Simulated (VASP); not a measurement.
Data:

```
NbN
1.0
    0.00000     2.20923     2.20923
    2.20923     0.00000     2.20923
    2.20923     2.20923     0.00000
Nb N
1 1
Direct
  0.00000   0.00000   0.00000
  0.50000   0.50000   0.50000
```

All values below come from PBE GGA, VASP's PBE PAW potentials (set 64) (plane waves; VASP 6.6.1). Numerical set-up: 520 eV cut-off, 16×16×16 Γ-centred mesh, tetrahedra with Blöchl corrections, potentials Nb_sv N.

### Question
Estimate the energy per atom (σ→0), band gap (on the k-mesh) with the smallest direct gap where there is one.

### Answer

```yaml
band gap (on the k-mesh): none (metal, semimetal or under 0.01 eV)
energy per atom (σ→0): -10.268 eV/atom
```

Total energies compare only between runs with the same potentials, cut-off and functional.

The compound is NbN in the rock salt structure, the cubic δ form, which competes with hexagonal ones. It was relaxed first. VASP warned that the highest band is occupied, so more bands are needed.
